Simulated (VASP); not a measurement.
Calculation: MS2 meta-GGA, VASP's PBE PAW potentials (set 64) (plane waves; VASP).

A VASP calculation is set up with these files.

### INCAR
```
ALGO=Normal
ISMEAR=0
ENCUT=520   ! plane-wave cut-off (eV)
METAGGA=MS2
PREC=Accurate
LMIXTAU=.True.
LCHARG=.False.
LMAXMIX=4
SIGMA=0.05   ! width (eV)
LREAL=.False.
NELM=100
LWAVE=.False.
LASPH=.True.   ! aspherical one-centre terms
SYSTEM=GaN
ISIF=2
EDIFF=1E-7   ! SCF stop (eV)
```

### KPOINTS
```
Automatic mesh
0
Gamma
10 10 10
0 0 0
```

### POSCAR
```
GaN
1
    0.0000000000     2.2581712779     2.2581712779
    2.2581712779     0.0000000000     2.2581712779
    2.2581712779     2.2581712779     0.0000000000
Ga N
1 1
Direct
  0.0000000000   0.0000000000   0.0000000000
  0.2500000000   0.2500000000   0.2500000000
```

POTCAR, in this order: Ga_d N (PBE.64 set). Program: vasp_std.

Predict the energy per atom (σ→0), pressure, band gap (on the k-mesh).

```
Item                               Value
------------------------  --------------
energy per atom (σ→0)     -7.874 eV/atom
band gap (on the k-mesh)         1.69 eV
pressure                       -5.28 GPa
```

File OSZICAR:
```
...
DAV:  18    -0.157485930610E+02    0.21953E-05   -0.48460E-08   876   0.397E-03    0.198E-03
DAV:  19    -0.157485974982E+02   -0.44372E-05   -0.16095E-07   928   0.983E-03    0.216E-04
DAV:  20    -0.157485921909E+02    0.53074E-05   -0.54677E-08   646   0.334E-03    0.867E-05
DAV:  21    -0.157485927219E+02   -0.53100E-06   -0.75689E-09   621   0.143E-03    0.817E-05
DAV:  22    -0.157485924273E+02    0.29458E-06   -0.17775E-09   641   0.654E-04    0.536E-05
DAV:  23    -0.157485925361E+02   -0.10882E-06   -0.75650E-10   621   0.510E-04    0.178E-05
DAV:  24    -0.157485924790E+02    0.57102E-07   -0.23604E-10   641   0.271E-04
   1 F= -.15748592E+02 E0= -.15748592E+02  d E =-.588249E-16
```

The compound is GaN in the zinc blende structure, a metastable form; wurtzite is the usual one. This cell is one point of a volume scan, at 1.03 of the reference volume.
